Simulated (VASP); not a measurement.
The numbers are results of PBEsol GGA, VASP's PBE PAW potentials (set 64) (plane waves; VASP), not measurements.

VASP ran on this input.

**INCAR**
```
# general
SYSTEM =PbF2
PREC   =Accurate
ENCUT  =600
LREAL  =.FALSE.
LASPH  =.TRUE.

# electronic loop
EDIFF  =1E-7
NELM   =100
ALGO   =Normal
LMAXMIX=4

# smearing
ISMEAR =0
SIGMA  =0.05

# functional
GGA    =PS

# ions
ISIF   =2

# output
LWAVE  =.FALSE.
LCHARG =.FALSE.
```

**POSCAR**
```
PbF2
1
    0.0000000000     3.0358760831     3.0358760831
    3.0358760831     0.0000000000     3.0358760831
    3.0358760831     3.0358760831     0.0000000000
Pb F
1 2
Direct
  0.0000000000   0.0000000000   1.0000000000
  0.2500000000   0.2500000000   0.2500000000
  0.7500000000   0.7500000000   0.7500000000
```

KPOINTS:
```
Automatic mesh
0
Gamma
6 6 6
0 0 0
```

POTCAR, in this order: Pb_d F (PBE.64 set). Program: vasp_std.

What VASP printed:

File OUTCAR:
```
 ion  position               nearest neighbor table
   1  0.000  0.000  0.000-   3 2.63   3 2.63   3 2.63   2 2.63   3 2.63   2 2.63   2 2.63   2 2.63
  LATTYP: Found a face centered cubic cell.
 ALAT       =     6.0717521662
 Subroutine PRICEL returns:
 Original cell was already a primitive cell.
 Subroutine GETGRP returns: Found 48 space group operations
The static configuration has the point symmetry O_h .
The dynamic configuration has the point symmetry O_h .
 Subroutine INISYM returns: Found 48 space group operations
 Subroutine IBZKPT returns following result:
 Found     16 irreducible k-points:

 Following reciprocal coordinates:
            Coordinates               Weight
  0.000000  0.000000  0.000000      1.000000
  0.166667  0.000000  0.000000      8.000000
  0.333333  0.000000  0.000000      8.000000
  0.500000  0.000000  0.000000      4.000000
  0.166667  0.166667  0.000000      6.000000
  0.333333  0.166667  0.000000     24.000000
  0.500000  0.166667  0.000000     24.000000
 -0.333333  0.166667  0.000000     24.000000
 -0.166667  0.166667  0.000000     12.000000
  0.333333  0.333333  0.000000      6.000000
...
```

### OSZICAR
```
       N       E                     dE             d eps       ncg     rms          rms(c)
DAV:   1     0.315117798371E+03    0.31512E+03   -0.16199E+04   576   0.196E+03
DAV:   2     0.140969132789E+02   -0.30102E+03   -0.28983E+03   656   0.464E+02
DAV:   3    -0.157367606465E+02   -0.29834E+02   -0.29507E+02   690   0.161E+02
DAV:   4    -0.166160713224E+02   -0.87931E+00   -0.87824E+00   634   0.284E+01
DAV:   5    -0.166421112343E+02   -0.26040E-01   -0.26039E-01   660   0.481E+00    0.732E+00
DAV:   6    -0.149032844546E+02    0.17388E+01   -0.94478E+00   736   0.252E+01    0.288E+00
DAV:   7    -0.148728681499E+02    0.30416E-01   -0.45835E-01   584   0.463E+00    0.157E+00
DAV:   8    -0.148577606218E+02    0.15108E-01   -0.11120E-01   582   0.380E+00    0.467E-01
DAV:   9    -0.148559977606E+02    0.17629E-02   -0.20895E-02   622   0.104E+00    0.110E-01
DAV:  10    -0.148574624177E+02   -0.14647E-02   -0.28341E-03   576   0.640E-01    0.414E-02
DAV:  11    -0.148574266633E+02    0.35754E-04   -0.22535E-04   636   0.205E-01    0.239E-02
DAV:  12    -0.148574454399E+02   -0.18777E-04   -0.11728E-04   650   0.112E-01    0.120E-02
DAV:  13    -0.148574483020E+02   -0.28621E-05   -0.39404E-05   604   0.669E-02    0.723E-03
DAV:  14    -0.148574476675E+02    0.63450E-06   -0.49159E-06   612   0.185E-02    0.811E-04
DAV:  15    -0.148574477344E+02   -0.66921E-07   -0.17627E-07   536   0.368E-03
   1 F= -.14857448E+02 E0= -.14857448E+02  d E =-.222671E-19
```

**OUTCAR**
```
------------------------ aborting loop because EDIFF is reached ----------------------------------------
  FORCE on cell =-STRESS in cart. coord.  units (eV):
  Direction    XX          YY          ZZ          XY          YZ          ZX
  --------------------------------------------------------------------------------------
  Total       -1.9558600     -1.9558600     -1.9558600      0.0000000     -0.0000000      0.0000000
  in kB      -55.9971904    -55.9971904    -55.9971904      0.0000000     -0.0000000      0.0000000
  external PRESSURE =     -55.9971904 kB  Pullay stress =       0.0000000 kB
  volume of cell :       55.96
      direct lattice vectors                 reciprocal lattice vectors
     0.000000000  3.035876083  3.035876083    -0.164697104  0.164697104  0.164697104
     3.035876083  0.000000000  3.035876083     0.164697104 -0.164697104  0.164697104
     3.035876083  3.035876083  0.000000000     0.164697104  0.164697104 -0.164697104
 POSITION                                       TOTAL-FORCE (eV/Angst)
 -----------------------------------------------------------------------------------
      0.00000      0.00000      0.00000         0.000000     -0.000000      0.000000
      1.51794      1.51794      1.51794        -0.000000     -0.000000     -0.000000
      4.55381      4.55381      4.55381         0.000000      0.000000      0.000000
 -----------------------------------------------------------------------------------
    total drift:                                0.000000      0.000000      0.000000
  FREE ENERGIE OF THE ION-ELECTRON SYSTEM (eV)
  ---------------------------------------------------
  free  energy   TOTEN  =       -14.8574477344 eV

  energy  without entropy=      -14.8574477344  energy(sigma->0) =      -14.85744773
```
(Selected blocks of OUTCAR.)

The compound is PbF2 in the fluorite structure, the β form. This cell was strained or had an atom moved on purpose.
